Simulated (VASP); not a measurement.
Method: LDA (Ceperley-Alder, Perdew-Zunger), VASP's LDA PAW potentials (set 64) (plane waves; VASP).

VASP input:

**KPOINTS**
```
Automatic mesh
0
Gamma
9 9 9
0 0 0
```

**POSCAR**
```
Ni3Fe
1
    3.4448563514     0.0000000000     0.0000000000
    0.0000000000     3.4448563514     0.0000000000
    0.0000000000     0.0000000000     3.4448563514
Fe Ni
1 3
Direct
  0.0000000000   0.0000000000   0.0000000000
  0.0000000000   0.5000000000   0.5000000000
  0.5000000000   0.0000000000   0.5000000000
  0.5000000000   0.5000000000   0.0000000000
```

### INCAR
```
SYSTEM  =  Ni3Fe
LWAVE  =  F
LMAXMIX  =  4
EDIFF  =  1E-7
LORBIT  =  10
PREC  =  Accurate
ALGO  =  Normal
NELM  =  100   ! most electronic steps
MAGMOM  =  2.7 3*0.6
LCHARG  =  F
SIGMA  =  0.1
LASPH  =  T   ! aspherical one-centre terms
LREAL  =  F   ! projection in real space or not
ISMEAR  =  1
ISPIN  =  2   ! spin-polarised
ISIF  =  2
ENCUT  =  520   ! plane-wave cut-off (eV)
```

POTCAR, in this order: Fe Ni (LDA.64 set). Program: vasp_std.

Problem. What does the run give for the energy per atom (σ→0), cell moment, band gap (on the k-mesh)?

Solution. 
```yaml
energy per atom (σ→0): -7.299 eV/atom
cell_moment: 4.43 μB
band gap (on the k-mesh): none (metal, semimetal or under 0.01 eV)
```

OSZICAR:
```
...
DAV:  12    -0.291963838150E+02   -0.42580E-03   -0.27901E-03  4492   0.123E+00    0.202E-01
DAV:  13    -0.291963439074E+02    0.39908E-04   -0.49125E-04  4524   0.293E-01    0.792E-02
DAV:  14    -0.291963353707E+02    0.85367E-05   -0.91139E-05  5014   0.204E-01    0.338E-02
DAV:  15    -0.291963369982E+02   -0.16275E-05   -0.12277E-05  4915   0.439E-02    0.137E-02
DAV:  16    -0.291963371424E+02   -0.14423E-06   -0.20017E-06  4781   0.356E-02    0.583E-03
DAV:  17    -0.291963370058E+02    0.13661E-06   -0.42181E-07  3008   0.119E-02    0.133E-03
DAV:  18    -0.291963370067E+02   -0.86811E-09   -0.70934E-08  1839   0.303E-03
   1 F= -.29196337E+02 E0= -.29196850E+02  d E =0.153944E-02  mag=     4.4304
```

The compound is Ni3Fe in the L1_2 structure. It was relaxed first, which changed the volume by -9 %.
